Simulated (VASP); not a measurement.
Relaxed, unreconstructed slabs of ZrN (rock salt). Computed with PBEsol GGA, VASP's PBE PAW potentials (set 64) (plane waves; VASP).

Slab and bulk use different k-meshes, so the surface energy is good to a few per cent at best.

**Question.** Order the faces (100) [8 atoms], (110) [12 atoms] by surface energy, lowest first.

**Answer.** (100) [8 atoms] (1.65 J/m²), (110) [12 atoms] (2.83 J/m²)

**Question.** And what are their work functions?

**Answer.** (100) [8 atoms] 2.28 eV, (110) [12 atoms] 2.79 eV.

Runs of the series that failed, ran out of time, didn't relax or are held back are left out, and each face is given by its thickest slab.

The cell is a thin slab with vacuum, built from ZrN (rock salt).
